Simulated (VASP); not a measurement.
# CaSc in VASP: further runs

The runs below take CaSc through work function, with RPBE, revPBE, BLYP, PW91.

All numbers are computed with VASP 6.6.1; they aren't measurements. Logs are shortened: lines on timing, memory, paths and dates and some standing lists are left out, and cuts for length are marked.

## (1) The sheet as given

The cell holds a sheet with vacuum, 2 atoms: a = 6.537 Å, b = 3.205 Å, c = 23.800 Å, α = 90.00°, β = 90.00°, γ = 90.00°.

The cell was built by a generator and needn't be a form met in nature.

## (2) Work function, RPBE

Contents of INCAR:

```
SYSTEM = CaSc
PREC = Accurate
ENCUT = 520
EDIFF = 1E-6
ISMEAR = -1
SIGMA = 0.05
LREAL = .FALSE.
LASPH = .TRUE.
NELM = 100
ALGO = Normal
ISIF = 2
LWAVE = .FALSE.
LCHARG = .TRUE.
LDIPOL = .TRUE.
IDIPOL = 3
DIPOL = 0.5 0.5 0.294
GGA = RP
LELF = .TRUE.
LVHAR = .TRUE.
LVACPOTAV = .TRUE.
```

Contents of KPOINTS:

```
Automatic mesh
0
G
  4 8 1
  0 0 0
```

Contents of POSCAR:

```
CaSc
1.0
    6.5366700000      0.0000000000      0.0000000000
    0.0000000000      3.2053400000      0.0000000000
    0.0000000000      0.0000000000     23.8000000000
Ca Sc
1 1
Direct
    0.0000000000      0.0000000000      0.2941200000
    0.5000000000      0.0000000000      0.2941200000
```

Potentials or basis: VASP PAW PBE potentials, release 64 (Ca_sv, Sc_sv).

Command:

```console
$ cat potpaw_PBE.64/Ca_sv/POTCAR potpaw_PBE.64/Sc_sv/POTCAR > POTCAR
$ mpirun -np 1 vasp_std > vasp.out
```

OUTCAR:

```text
SYSTEM = CaSc
   PREC = Accurate
   ENCUT = 520
   EDIFF = 1E-6
   ISMEAR = -1
   LREAL = .FALSE.
   LASPH = .TRUE.
   NELM = 100
   ISIF = 2
   GGA = RP

 ion  position               nearest neighbor table
   1  0.000  0.000  0.294-   2 3.27   2 3.27
   2  0.500  0.000  0.294-   1 3.27   1 3.27

  LATTYP: Found a simple orthorhombic cell.
 ALAT       =     3.2053400000
 B/A-ratio  =     2.0393062826
 C/A-ratio  =     7.4251093488

  Lattice vectors:

 A1 = (   0.0000000000,  -3.2053400000,   0.0000000000)
 A2 = (   6.5366700000,   0.0000000000,   0.0000000000)
 A3 = (   0.0000000000,   0.0000000000,  23.8000000000)

Analysis of symmetry for initial positions (statically):
=====================================================================
 Subroutine PRICEL returns:
 Original cell was already a primitive cell.

 Routine SETGRP: Setting up the symmetry group for a
 simple orthorhombic supercell.

 Subroutine GETGRP returns: Found  8 space group operations
 (whereof  4 operations were pure point group operations)
 out of a pool of  8 trial point group operations.

The static configuration has the point symmetry C_2v.
 The point group associated with its full space group is D_2h.

Analysis of symmetry for dynamics (positions and initial velocities):
=====================================================================
 Subroutine PRICEL returns:
 Original cell was already a primitive cell.

 Routine SETGRP: Setting up the symmetry group for a
 simple orthorhombic supercell.

 Subroutine GETGRP returns: Found  8 space group operations
 (whereof  4 operations were pure point group operations)
 out of a pool of  8 trial point group operations.

The dynamic configuration has the point symmetry C_2v.
 The point group associated with its full space group is D_2h.

 Subroutine INISYM returns: Found  8 space group operations
 (whereof  4 operations are pure point group operations),
 and found     1 'primitive' translations

----------------------------------------------------------------------------------------

                                     Primitive cell

  volume of cell :     498.6635

  direct lattice vectors                    reciprocal lattice vectors
     6.536670000  0.000000000  0.000000000     0.152983094  0.000000000  0.000000000
     0.000000000  3.205340000  0.000000000     0.000000000  0.311979384  0.000000000
     0.000000000  0.000000000 23.800000000     0.000000000  0.000000000  0.042016807

  length of vectors
     6.536670000  3.205340000 23.800000000     0.152983094  0.311979384  0.042016807

  position of ions in fractional coordinates (direct lattice)
     0.000000000  0.000000000  0.294120000
     0.500000000  0.000000000  0.294120000

  ion indices of the primitive-cell ions
   primitive index   ion index
                 1           1
                 2           2

----------------------------------------------------------------------------------------

 KPOINTS: Automatic mesh

Automatic generation of k-mesh.
 Grid dimensions read from file:
 generate k-points for:    4    8    1

 Generating k-lattice:

  Cartesian coordinates                     Fractional coordinates (reciprocal lattice)
     0.038245773  0.000000000  0.000000000     0.250000000  0.000000000  0.000000000
     0.000000000  0.038997423  0.000000000     0.000000000  0.125000000  0.000000000
     0.000000000  0.000000000  0.042016807     0.000000000  0.000000000  1.000000000

  Length of vectors
     0.038245773  0.038997423  0.042016807

  Shift w.r.t. Gamma in fractional coordinates (k-lattice)
     0.000000000  0.000000000  0.000000000

 Subroutine IBZKPT returns following result:
 ===========================================

 Found     15 irreducible k-points:

 Following reciprocal coordinates:
            Coordinates               Weight
  0.000000  0.000000  0.000000      1.000000
  0.250000  0.000000  0.000000      2.000000
  0.500000  0.000000  0.000000      1.000000
  0.000000  0.125000  0.000000      2.000000
  0.250000  0.125000  0.000000      4.000000
  0.500000  0.125000  0.000000      2.000000
  0.000000  0.250000  0.000000      2.000000
  0.250000  0.250000  0.000000      4.000000
  0.500000  0.250000  0.000000      2.000000
  0.000000  0.375000  0.000000      2.000000
  0.250000  0.375000  0.000000      4.000000
  0.500000  0.375000  0.000000      2.000000
  0.000000  0.500000  0.000000      1.000000
  0.250000  0.500000  0.000000      2.000000
  0.500000  0.500000  0.000000      1.000000
   k-points           NKPTS =     15   k-points in BZ     NKDIM =     15   number of bands    NBANDS=     14
   number of dos      NEDOS =    301   number of ions     NIONS =      2
   total plane-waves  NPLWV = 216000
   dimension x,y,z NGX =    50 NGY =   24 NGZ =  180
   dimension x,y,z NGXF=   100 NGYF=   48 NGZF=  360
   ions per type =               1   1
   NGX,Y,Z   is equivalent  to a cutoff of  12.72, 12.45, 12.57 a.u.
   NGXF,Y,Z  is equivalent  to a cutoff of  25.43, 24.90, 25.15 a.u.
 SYSTEM =  CaSc
   PREC   = accura    normal or accurate (medium, high low for compatibility)
   ISTART =      0    job   : 0-new  1-cont  2-samecut
   ICHARG =      2    charge: 1-file 2-atom 10-const
   ISPIN  =      1    spin polarized calculation?
   LNONCOLLINEAR =      F non collinear calculations
   LSORBIT =      F    spin-orbit coupling
   LASPH  =      T    aspherical Exc in radial PAW
   ENCUT  =  520.0 eV  38.22 Ry    6.18 a.u.  12.15  5.96 44.25*2*pi/ulx,y,z
   NELM   =    100;   NELMIN=  2; NELMDL= -5     # of ELM steps
   EDIFF  = 0.1E-05   stopping-criterion for ELM
   LREAL  =      F    real-space projection
   EDIFFG = 0.1E-04   stopping-criterion for IOM
   NSW    =      0    number of steps for IOM
   IBRION =     -1    ionic relax: 0-MD 1-quasi-New 2-CG
   NFREE  =      0    steps in history (QN), initial steepest desc. (CG)
   ISIF   =      2    stress and relaxation
   ISYM   =      2    0-nonsym 1-usesym 2-fastsym
   POTIM  = 0.5000    time-step for ionic-motion
   TEBEG  =    0.0;   TEEND  =   0.0 temperature during run
   PSTRESS=    0.0 pullay stress
   NELECT =      21.0000    total number of electrons
   NUPDOWN=      -1.0000    fix difference up-down
   EMIN   =  10.00;   EMAX   =-10.00  energy-range for DOS
   EFERMI =   0.00;   METHOD = LEGACY
   ISMEAR =    -1;   SIGMA  =   0.05  broadening in eV -4-tet -1-fermi 0-gaus
   EFERMI_NEDOS =   21; number of points for ismear=-14 and -15
   IALGO  =     38    algorithm
   IMIX   =      4    mixing-type and parameters
     AMIX     =   0.40;   BMIX     =  1.00
     AMIX_MAG =   1.60;   BMIX_MAG =  1.00
  volume/ion in A,a.u.               =     249.33      1682.57
  Fermi-wavevector in a.u.,A,eV,Ry     =   0.569568  1.076327  4.413831  0.324407
  Thomas-Fermi vector in A             =   1.609261
   LORBIT       =      0    0 simple, 1 ext, 2 COOP (PROOUT), +10 PAW based schemes
   GGA     = RP    functional components
   LHFCALC =     F    Hartree Fock is set to
   AEXX    =    0.0000 exact exchange contribution
   IVDW    =     0    specifies the selected vdW correction
   LEPSILON=     F    determine dielectric tensor
   LRPA    =     F    only Hartree local field effects (RPA)
 non-spin polarized calculation
  energy-cutoff  :      520.00
  volume of cell :      498.66
 maximum number of plane-waves:     13506
 NGX is ok and might be reduce to    50
   NGX = 25   NGY = 11   NGZ = 89

 dipolmoment           0.000000      0.000000     -0.000000 electrons x Angstroem

 number of electron      21.0000001 magnetization

 dipolmoment           0.000000      0.000000      0.000002 electrons x Angstroem

 Free energy of the ion-electron system (eV)
  ---------------------------------------------------
  ext. energy  EPLUGINS =         0.00000000
  ---------------------------------------------------
  free energy    TOTEN  =        -4.71757689 eV

  energy without entropy =       -4.64573833  energy(sigma->0) =       -4.68165761

 E-fermi :  -2.2373     XC(G=0):  -1.8654

 val. band max:       -2.2645590695   @ k =   0.2500   0.5000   0.0000
 cond. band min:      -2.2369065512   @ k =   0.5000   0.5000   0.0000
 fundamental gap:      0.0276525183
 Fermi energy:        -2.2373111775

 k-point     1 :       0.0000    0.0000    0.0000
  band No.  band energies     occupation
      1     -52.8740      2.00000
      2     -44.6578      2.00000
      3     -31.6542      2.00000
      4     -31.3984      2.00000
      5     -31.1240      2.00000
      6     -25.7020      2.00000
      7     -25.5175      2.00000
      8     -25.3651      2.00000
      9      -5.5679      2.00000
     10      -2.7651      1.99995
     11      -2.3020      1.56983
     12      -2.2825      1.42386
     13      -1.9641      0.00844
     14      -1.9118      0.00297

 k-point     2 :       0.2500    0.0000    0.0000
  band No.  band energies     occupation
      1     -52.8740      2.00000
      2     -44.6578      2.00000
      3     -31.6542      2.00000
      4     -31.3973      2.00000
      5     -31.1240      2.00000
      6     -25.7020      2.00000
      7     -25.5205      2.00000
      8     -25.3651      2.00000
      9      -5.3061      2.00000
     10      -3.4828      2.00000
     11      -2.3294      1.72610
     12      -2.1369      0.23652
     13      -2.1258      0.19425
     14      -1.8024      0.00033
[... 190 lines left out ...]
      1     -52.8512      2.00000
      2     -44.6066      2.00000
      3     -31.6305      2.00000
      4     -31.3727      2.00000
      5     -31.3549      2.00000
      6     -25.8196      2.00000
      7     -25.6496      2.00000
      8     -25.4658      2.00000
      9      -2.9010      2.00000
     10      -2.3158      1.65553
     11      -2.2646      1.26593
     12      -2.0194      0.02529
     13      -1.3663      0.00000
     14      -1.2365      0.00000

 k-point    15 :       0.5000    0.5000    0.0000
  band No.  band energies     occupation
      1     -52.8512      2.00000
      2     -44.6066      2.00000
      3     -31.6305      2.00000
      4     -31.3717      2.00000
      5     -31.3549      2.00000
      6     -25.8197      2.00000
      7     -25.6496      2.00000
      8     -25.4684      2.00000
      9      -2.6510      1.99949
     10      -2.3487      1.80544
     11      -2.2369      0.99595
     12      -1.5455      0.00000
     13      -1.3560      0.00000
     14      -1.2410      0.00000

------------------------ aborting loop because EDIFF is reached ----------------------------------------

  FORCE on cell =-STRESS in cart. coord.  units (eV):
  Direction    XX          YY          ZZ          XY          YZ          ZX
  --------------------------------------------------------------------------------------
  -------------------------------------------------------------------------------------
  Total        0.5179132      0.4990920     -0.0197275      0.0000000      0.0000000      0.0000000
  in kB        1.6640255      1.6035538     -0.0633835      0.0000000      0.0000000      0.0000000
  external PRESSURE =       1.0680653 kB  Pullay stress =       0.0000000 kB

 VOLUME and BASIS-vectors are now :
 -----------------------------------------------------------------------------
  energy-cutoff  :      520.00
  volume of cell :      498.66
      direct lattice vectors                 reciprocal lattice vectors
     6.536670000  0.000000000  0.000000000     0.152983094  0.000000000  0.000000000
     0.000000000  3.205340000  0.000000000     0.000000000  0.311979384  0.000000000
     0.000000000  0.000000000 23.800000000     0.000000000  0.000000000  0.042016807

 POSITION                                       TOTAL-FORCE (eV/Angst)
 -----------------------------------------------------------------------------------
      0.00000      0.00000      7.00006         0.000000      0.000000     -0.000000
      3.26833      0.00000      7.00006         0.000000      0.000000      0.000000
 -----------------------------------------------------------------------------------
    total drift:                                0.000000     -0.000000      0.000024

  FREE ENERGIE OF THE ION-ELECTRON SYSTEM (eV)
  ---------------------------------------------------
  free  energy   TOTEN  =        -4.7175768870 eV

  energy  without entropy=       -4.6457383335  energy(sigma->0) =       -4.68165761

 vacuum level on the upper side and lower side of the slab         0.907         0.907
```

Run time: 2.8 min. Hardware: 1 thread of Intel Xeon Platinum 8375C at 2.90GHz (Ice Lake), shared host; peak memory 0.52 GiB.

Results:

* Free energy: -4.7176 eV
* Band gap on the k mesh: none (metal or under the smearing width)
* Work function of the upper face: 3.14 eV
* Work function of the lower face: 3.14 eV

Levels at points of the mesh, in eV from the Fermi level:
| k point | band 7 | band 8 | band 9 | band 10 | band 11 | band 12 | band 13 | band 14 |
| --- | --- | --- | --- | --- | --- | --- | --- | --- |
| (0.00, 0.00, 0.00) | -23.28 | -23.13 | -3.33 | -0.53 | -0.06 | -0.05 | 0.27 | 0.33 |
| (0.50, 0.00, 0.00) | -23.29 | -23.13 | -2.48 | -2.13 | -0.08 | 0.15 | 0.23 | 0.59 |
| (0.00, 0.50, 0.00) | -23.41 | -23.23 | -0.80 | -0.37 | -0.14 | 0.44 | 0.77 | 1.17 |
| (0.50, 0.50, 0.00) | -23.41 | -23.23 | -0.41 | -0.11 | 0.00 | 0.69 | 0.88 | 1.00 |

Caveat: the PAW data sets were made with another functional, which shifts forces and pressure a little.

## (3) Work function, revPBE

INCAR: that of step 2 with these lines changed.

```diff
@@ -16,3 +16,3 @@
 DIPOL = 0.5 0.5 0.294
-GGA = RP
+GGA = RE
 LELF = .TRUE.
```

KPOINTS is that of step 2.

POSCAR is that of step 2.

Potentials or basis: VASP PAW PBE potentials, release 64 (Ca_sv, Sc_sv).

Command:

```console
$ cat potpaw_PBE.64/Ca_sv/POTCAR potpaw_PBE.64/Sc_sv/POTCAR > POTCAR
$ mpirun -np 1 vasp_std > vasp.out
```

OUTCAR:

```text
SYSTEM = CaSc
   PREC = Accurate
   ENCUT = 520
   EDIFF = 1E-6
   ISMEAR = -1
   LREAL = .FALSE.
   LASPH = .TRUE.
   NELM = 100
   ISIF = 2
   GGA = RE

 ion  position               nearest neighbor table
   1  0.000  0.000  0.294-   2 3.27   2 3.27
   2  0.500  0.000  0.294-   1 3.27   1 3.27

  LATTYP: Found a simple orthorhombic cell.
 ALAT       =     3.2053400000
 B/A-ratio  =     2.0393062826
 C/A-ratio  =     7.4251093488

  Lattice vectors:

[... 438 lines left out ...]

  FORCE on cell =-STRESS in cart. coord.  units (eV):
  Direction    XX          YY          ZZ          XY          YZ          ZX
  --------------------------------------------------------------------------------------
  -------------------------------------------------------------------------------------
  Total        0.3853131      0.3936793     -0.0186941      0.0000000      0.0000000      0.0000000
  in kB        1.2379888      1.2648691     -0.0600629      0.0000000      0.0000000      0.0000000
  external PRESSURE =       0.8142650 kB  Pullay stress =       0.0000000 kB

 VOLUME and BASIS-vectors are now :
 -----------------------------------------------------------------------------
  energy-cutoff  :      520.00
  volume of cell :      498.66
      direct lattice vectors                 reciprocal lattice vectors
     6.536670000  0.000000000  0.000000000     0.152983094  0.000000000  0.000000000
     0.000000000  3.205340000  0.000000000     0.000000000  0.311979384  0.000000000
     0.000000000  0.000000000 23.800000000     0.000000000  0.000000000  0.042016807

 POSITION                                       TOTAL-FORCE (eV/Angst)
 -----------------------------------------------------------------------------------
      0.00000      0.00000      7.00006         0.000000      0.000000     -0.000000
      3.26833      0.00000      7.00006         0.000000      0.000000      0.000000
 -----------------------------------------------------------------------------------
    total drift:                                0.000000     -0.000000      0.000025

  FREE ENERGIE OF THE ION-ELECTRON SYSTEM (eV)
  ---------------------------------------------------
  free  energy   TOTEN  =        -4.7687885014 eV

  energy  without entropy=       -4.6970873310  energy(sigma->0) =       -4.73293792

 vacuum level on the upper side and lower side of the slab         0.901         0.901
```

OSZICAR:

```text
N       E                     dE             d eps       ncg     rms          rms(c)
DAV:   1     0.181495318175E+03    0.18150E+03   -0.92278E+03   628   0.988E+02
DAV:   2     0.386669911079E+01   -0.17763E+03   -0.17591E+03   592   0.396E+02
DAV:   3    -0.506693498159E+01   -0.89336E+01   -0.85011E+01   692   0.768E+01
[... 16 lines left out ...]
DAV:  20    -0.476877091939E+01   -0.22054E-04   -0.34640E-06   444   0.790E-03    0.720E-04
DAV:  21    -0.476878410700E+01   -0.13188E-04   -0.22224E-06   450   0.455E-03    0.404E-04
DAV:  22    -0.476878715677E+01   -0.30498E-05   -0.15002E-06   444   0.288E-03    0.374E-04
DAV:  23    -0.476878818786E+01   -0.10311E-05   -0.12821E-06   384   0.163E-03    0.163E-04
DAV:  24    -0.476878850137E+01   -0.31351E-06   -0.49615E-07   360   0.127E-03
   1 F= -.47687885E+01 E0= -.47329379E+01  d E =-.717012E-01
```

It took 2.9 min on 1 thread of Intel Xeon Platinum 8375C at 2.90GHz (Ice Lake), shared host; peak memory 0.53 GiB.

What came out:

- Free energy: -4.7688 eV
- Band gap on the k mesh: none (metal or under the smearing width)
- Work function of the upper face: 3.14 eV
- Work function of the lower face: 3.14 eV

Caveat: the PAW data sets were made with another functional, which shifts forces and pressure a little.

(Part 1 of 2 ends here.)
